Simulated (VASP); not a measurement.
OSZICAR of a VASP run on CdS (wurtzite):

**OSZICAR**
```
       N       E                     dE             d eps       ncg     rms          rms(c)
DAV:   1     0.260396546527E+03    0.26040E+03   -0.17749E+04   924   0.149E+03
DAV:   2     0.102683209564E+02   -0.25013E+03   -0.24460E+03  1032   0.361E+02
DAV:   3    -0.390399433596E+01   -0.14172E+02   -0.14122E+02  1116   0.854E+01
DAV:   4    -0.405960435289E+01   -0.15561E+00   -0.15556E+00  1046   0.904E+00
DAV:   5    -0.406230512629E+01   -0.27008E-02   -0.27005E-02  1140   0.115E+00    0.106E+01
DAV:   6    -0.307140472506E+01    0.99090E+00   -0.25079E+00  1202   0.167E+01    0.838E+00
DAV:   7    -0.306121706754E+01    0.10188E-01   -0.72303E-01  1092   0.504E+00    0.395E+00
DAV:   8    -0.305884836777E+01    0.23687E-02   -0.10552E-01  1066   0.350E+00    0.530E-01
DAV:   9    -0.305692318253E+01    0.19252E-02   -0.20033E-02  1166   0.182E+00    0.148E-01
DAV:  10    -0.305719572340E+01   -0.27254E-03   -0.14826E-03  1026   0.399E-01    0.106E-01
DAV:  11    -0.305733526679E+01   -0.13954E-03   -0.29140E-04  1124   0.129E-01    0.933E-02
DAV:  12    -0.305734875077E+01   -0.13484E-04   -0.21867E-04   996   0.107E-01    0.107E-02
DAV:  13    -0.305735082961E+01   -0.20788E-05   -0.17989E-05  1140   0.315E-02    0.578E-03
DAV:  14    -0.305735232782E+01   -0.14982E-05   -0.17312E-06  1002   0.733E-03    0.730E-03
DAV:  15    -0.305735206089E+01    0.26693E-06   -0.19459E-06  1068   0.935E-03    0.181E-03
DAV:  16    -0.305735208745E+01   -0.26556E-07   -0.15646E-07   858   0.306E-03
   1 F= -.30573521E+01 E0= -.30573521E+01  d E =-.305735E+01
```

Q: Which electronic solver shows in the log?

A: It is blocked Davidson (ALGO = Normal, or the opening steps of other solvers). The INCAR had ALGO = Normal.

Q: Can the final energy be trusted as converged?

A: The calculation finished and met its thresholds. It stopped with EDIFF = 1E-7, NELM = 100, NSW = 30 and EDIFFG = -0.01 after 1 ionic step (vdW-DF-cx, plane waves, VASP's PBE PAW potentials (set 64)).

The compound is CdS in the wurtzite structure. This cell is one point of a volume scan, at 1.03 of the reference volume.
